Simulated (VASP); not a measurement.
Input:

```
CELL_PARAMETERS angstrom
      1.70766     0.98592     5.25776
     -1.70766     0.98592     5.25776
      0.00000    -1.97183     5.25776
ATOMIC_POSITIONS crystal
  Ge 0.00072 0.00072 0.00072
  S  0.76269 0.76269 0.76269
  S  0.56988 0.56988 0.56988
```

Calculation: PBEsol GGA, VASP's PBE PAW potentials (set 64) (plane waves; VASP). Numerical set-up: 400 eV cut-off, 12×12×12 Γ-centred mesh, tetrahedra with Blöchl corrections, potentials Ge_d S.

Without a dispersion term in the relaxation, distances and binding between the weakly bound layers, chains or molecules are unreliable, and so is what depends on them.

Estimate the energy per atom (σ→0), band gap (on the k-mesh) with the smallest direct gap where there is one.

The band gap (on the k-mesh) comes out as none (metal, semimetal or under 0.01 eV) and the energy per atom (σ→0) is -4.513 eV/atom.

Only differences to runs with the same potentials and settings are physical.

The structure was generated: GeS2 was put into the 3R-MoS2 type (R3m), which need not be its known phase. It was relaxed first, which changed the volume by +18 %.
